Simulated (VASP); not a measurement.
Crystal: InAs.

```
CELL_PARAMETERS angstrom
0.00000 3.01800 3.01800
3.01800 0.00000 3.01800
3.01800 3.01800 0.00000
ATOMIC_POSITIONS crystal
In 0.00000 0.00000 0.00000
As 0.25000 0.25000 0.25000
```

Program: VASP 6.6.1. Alike in all runs: task single point; cell as given; smearing fermi-dirac 0.05 eV. Hardware: 4 MPI ranks on Intel(R) Xeon(R) 6975P-C (Granite Rapids), with other jobs on the host.

Task: Order these runs on this cell by their wall time, lowest first.
A. level PBEsol; potentials or basis VASP PAW PBE potentials, release 64 (In_d, As); spin SOC, no magnetisation; k mesh 9 × 9 × 9; cutoff (eV) 520; mesh quality not flagged
B. level HSE06; potentials or basis VASP PAW PBE potentials, release 64 (In_d, As); spin off; k mesh 5 × 5 × 5; cutoff (eV) 520; grid for exact exchange (PRECFOCK) Fast; screening parameter 0.2 1/A; mesh quality not flagged
C. level LDA; potentials or basis VASP PAW LDA potentials, release 64 (In_d, As); spin off; k mesh 9 × 9 × 9; cutoff (eV) 520; mesh quality not flagged
D. level LDA; potentials or basis VASP PAW LDA potentials, release 64 (In_d, As); spin off; k mesh 4 × 4 × 4; cutoff (eV) 300; mesh quality coarse

Result: D (1.5 s), C (4.3 s), A (28 s), B (79 s).

Caveats: some runs use coarse meshes.

Runs at the PBE level aren't shown here.
